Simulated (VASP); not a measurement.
Consider the following.

```yaml
crystal:
  lattice:
    - [2.16646, 1.25080, 3.70788]
    - [-2.16646, 1.25080, 3.70788]
    - [0.00000, -2.50161, 3.70788]
  atoms:
    - { symbol: La, position: [0.76240, 0.76240, 0.76240] }
    - { symbol: As, position: [0.23760, 0.23760, 0.23760] }
```

Method: PBE GGA, VASP's PBE PAW potentials (set 64) (plane waves; VASP 6.6.1). Run with 400 eV cut-off, 6×6×6 Γ-centred mesh, Gaussian smearing of 0.050 eV, potentials La As.

Question: Which forces act on the atoms, in eV/Å?

Answer: 
| atom | Fx | Fy | Fz |
|---|---|---|---|
| La1 | 0.000 | 0.000 | -0.810 |
| As2 | 0.000 | 0.000 | 0.810 |

Question: Give the stress tensor in GPa (positive for a compressed cell).

Answer: 
```
 1.52   0.00   0.00
 0.00   1.52   0.00
 0.00   0.00  -2.42
```
The pressure is its mean diagonal, 0.21 GPa.

The structure was generated: LaAs was put into the alpha-GeTe type (R3m), which need not be its known phase. The cell was not relaxed at this level.
